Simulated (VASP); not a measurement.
A run of VASP 6.6.1:

File INCAR:

```
ALGO = Fast ; EDIFF = 1E-4
EDIFFG = -0.08 ; ENCUT = 520
GGA = PE ; IBRION = 2
ISIF = 3 ; ISMEAR = 0
LASPH = T ; LCHARG = F
LREAL = F ; LWAVE = F
NELM = 60 ; NSW = 24
PREC = Normal ; SIGMA = 0.15
```

Contents of KPOINTS:

```
k-points
0
Gamma
  3 3 3
```

File POSCAR:

```
La2TaO5
1.0
   -3.2786552500      3.2786552500      2.8771118000
    3.2786552500     -3.2786552500      2.8771118000
    3.2786552500      3.2786552500     -2.8771118000
La Ta O
2 1 5
Direct
    0.7500000000      0.2500000000      0.5000000000
    0.2500000000      0.7500000000      0.5000000000
    0.0000000000      0.0000000000      0.0000000000
    0.7208803000      0.7208803000      0.4417606000
    0.2791197000      0.2791197000      0.5582394000
    0.7208803000      0.2791197000      0.0000000000
    0.2791197000      0.7208803000      0.0000000000
    0.5000000000      0.5000000000      0.0000000000
```

Potentials or basis: VASP PAW PBE potentials, release 64 (La, Ta_pv, O).

Run with:

```console
$ cat potpaw_PBE.64/La/POTCAR potpaw_PBE.64/Ta_pv/POTCAR potpaw_PBE.64/O/POTCAR > POTCAR
$ mpirun -np 1 vasp_std > vasp.out
```

Hardware: 1 thread of Intel(R) Xeon(R) Platinum 8259CL CPU @ 2.50GHz (Skylake/Cascade Lake) (shared host).

Estimate the wall time of this run.

It took 12 min on 1 thread of Intel(R) Xeon(R) Platinum 8259CL CPU @ 2.50GHz (Skylake/Cascade Lake) (shared host), peak memory 0.21 GiB. Counts: scf iterations 345, k points 6, ion steps 23.
